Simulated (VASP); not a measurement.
Set up this calculation in VASP 6.6.1, as the native input.

```
Task                   : optical spectrum
Functional             : r2SCAN
Dispersion             : D3(BJ)
Potentials or basis    : VASP PAW PBE potentials, release 54 (Os, I)
Cutoff                 : 520 eV
k mesh                 : 7 × 7 × 7
Occupations            : tetrahedron
Spin                   : no spin polarisation
Further INCAR settings : ALGO = Normal; EDIFF = 1e-07; NBANDS = 40
```

The structure of OsI lies in OsI.cif:

```cif
data_OsI
_cell_length_a 3.73519432
_cell_length_b 3.73519432
_cell_length_c 3.73519432
_cell_angle_alpha 90.00000000
_cell_angle_beta 90.00000000
_cell_angle_gamma 90.00000000
_space_group_name_H-M_alt 'Pm-3m'
_space_group_name_Hall '-P 4 2 3'
_space_group_IT_number 221
loop_
_space_group_symop_operation_xyz
'x,y,z'
'-x,-y,-z'
'-y,x,z'
'y,-x,-z'
'-x,-y,z'
'x,y,-z'
'y,-x,z'
'-y,x,-z'
'x,-y,-z'
'-x,y,z'
'-y,-x,-z'
'y,x,z'
'-x,y,-z'
'x,-y,z'
'y,x,-z'
'-y,-x,z'
'z,x,y'
'-z,-x,-y'
'z,-y,x'
'-z,y,-x'
'z,-x,-y'
'-z,x,y'
'z,y,-x'
'-z,-y,x'
'-z,x,-y'
'z,-x,y'
'-z,-y,-x'
'z,y,x'
'-z,-x,y'
'z,x,-y'
'-z,y,x'
'z,-y,-x'
'y,z,x'
'-y,-z,-x'
'x,z,-y'
'-x,-z,y'
'-y,z,-x'
'y,-z,x'
'-x,z,y'
'x,-z,-y'
'-y,-z,x'
'y,z,-x'
'-x,-z,-y'
'x,z,y'
'y,-z,-x'
'-y,z,x'
'x,-z,y'
'-x,z,-y'
loop_
_atom_site_label
_atom_site_type_symbol
_atom_site_symmetry_multiplicity
_atom_site_Wyckoff_symbol
_atom_site_fract_x
_atom_site_fract_y
_atom_site_fract_z
_atom_site_occupancy
Os1 Os 1 b 0.5000000000 0.5000000000 0.5000000000 1
I1 I 1 a 0.0000000000 0.0000000000 0.0000000000 1
```

The structure of OsI lies in POSCAR:

```
Os I 
 1.0000000000000000
     3.7351943200000002    0.0000000000000000    0.0000000000000000
     0.0000000000000000    3.7351943200000002    0.0000000000000000
     0.0000000000000000    0.0000000000000000    3.7351943200000002
 Os  I  
   1   1
Cartesian
  1.8675971600000001  1.8675971600000001  1.8675971600000001
  0.0000000000000000  0.0000000000000000  0.0000000000000000
```

The cell was built by a generator and needn't be a form met in nature.

The cell isn't the ideal one: volume scaled by 0.92.

The input as run:

INCAR

```
  PREC = Accurate
  ENCUT = 520
  EDIFF = 1E-7
  ISMEAR = -5
  SIGMA = 0.05
  LREAL = False
  LASPH = True
  NELM = 100
  ALGO = Normal
  ISIF = 2
  LWAVE = False
  LCHARG = False
  METAGGA = R2SCAN
  LMIXTAU = True
  IVDW = 12
  VDW_S6 = 1.0
  VDW_S8 = 0.78981345
  VDW_A1 = 0.49484001
  VDW_A2 = 5.73083694
  LOPTICS = True
  NBANDS = 40
  NEDOS = 1000
  CSHIFT = 0.05
```

KPOINTS

```
regular mesh
0
Gamma
  7 7 7
```

Potentials or basis: VASP PAW PBE potentials, release 54 (Os, I).

The run is started by

```console
$ ase convert -i cif -o vasp OsI.cif POSCAR
$ cat potpaw_PBE.54/Os/POTCAR potpaw_PBE.54/I/POTCAR > POTCAR
$ mpirun -np 1 vasp_std > vasp.out
```

It gave:

The pressure is -21.6 GPa and the band gap on the k mesh is none (metal or under the smearing width). The dispersion energy per atom is -0.235 eV.

Caveat: the PAW data sets were made with another functional, which shifts forces and pressure a little; an odd number of electrons without spin polarisation forces a metal; a magnetic or distorted state may lie lower; pairwise dispersion overbinds metals, which lowers pressure and volume; tetrahedron occupations give inexact forces and stress in metals.

It took 85 s on 1 thread of Intel(R) Xeon(R) 6975P-C (Granite Rapids) (shared host), peak memory 0.19 GiB.
